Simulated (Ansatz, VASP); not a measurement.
ReP2: VASP beside Ansatz

```
Re P
1.0
     0.00000    2.87279    2.87279
     2.87279    0.00000    2.87279
     2.87279    2.87279    0.00000
Re P
1 2
Direct
  0.00000 0.00000 0.00000
  0.25000 0.25000 0.25000
  0.75000 0.75000 0.75000
```

Alike in both runs: functional PBE; k mesh 11 × 11 × 11; occupations fermi-dirac, width 0.03 eV; no spin polarisation.

Ansatz relaxed the structure, and its values are those at the end. VASP's run is a single point on that final structure, the one shown.

|  | VASP | Ansatz |
| --- | --- | --- |
| version | VASP 6.6.1 | Ansatz 0.2.0 |
| potentials or method | VASP PAW PBE potentials, release 64 (Re, P) | PAW with Ansatz's default frozen-core files, scalar-relativistic |
| plane-wave cutoff (eV) | 520 | 420 |
| valence electrons in the cell | 17 | 25 |

|  | VASP | Ansatz | Ansatz less VASP |
| --- | --- | --- | --- |
| pressure (GPa) | 0.5 | 0.0 | -0.47 |

The two sets of potentials don't hold the same shells in valence.

Spin-orbit coupling is left out, which matters for the levels of Re.
